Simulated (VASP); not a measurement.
```
CELL_PARAMETERS angstrom
      0.00000     1.81917     1.81917
      1.81917     0.00000     1.81917
      1.81917     1.81917     0.00000
ATOMIC_POSITIONS crystal
  C  0.00000 0.00000 0.00000
  C  0.25000 0.25000 0.25000
```

The base run (VASP): PBE GGA, plane waves, VASP's PBE PAW potentials (set 64). Settings: 520 eV cut-off, 11×11×11 Γ-centred mesh, Gaussian smearing of 0.050 eV, potentials C.

The base run took about 4 core-seconds. The timings are rough (shared machines, no repeats); factors under 2 mean little.

The base run's pressure lies +0.53 GPa from that at 800 eV (Pulay error).

```csv
setting,cost over the base run,electronic steps,pressure (GPa)
IVDW = 11,within a factor of 2,11,-23.73
GGA = 91,within a factor of 2,11,-20.82
base run,reference,11,-21.23
GGA = RP,within a factor of 2,11,-15.63
"AGGAC = 0.0, GGA = BO, LUSE_VDW = .TRUE., PARAM1 = 0.1833333333, PARAM2 = 0.22",about 2 times,11,-20.10
"GGA removed, LMIXTAU = .TRUE., METAGGA = R2SCAN",about 6 times,15,-25.14
"GGA removed, LMIXTAU = .TRUE., METAGGA = TPSS",about 6 times,16,-21.53
```

Left out are runs that failed, have no time on record or changed the cell.

The compound is C in the diamond structure. The cell was not relaxed at this level.
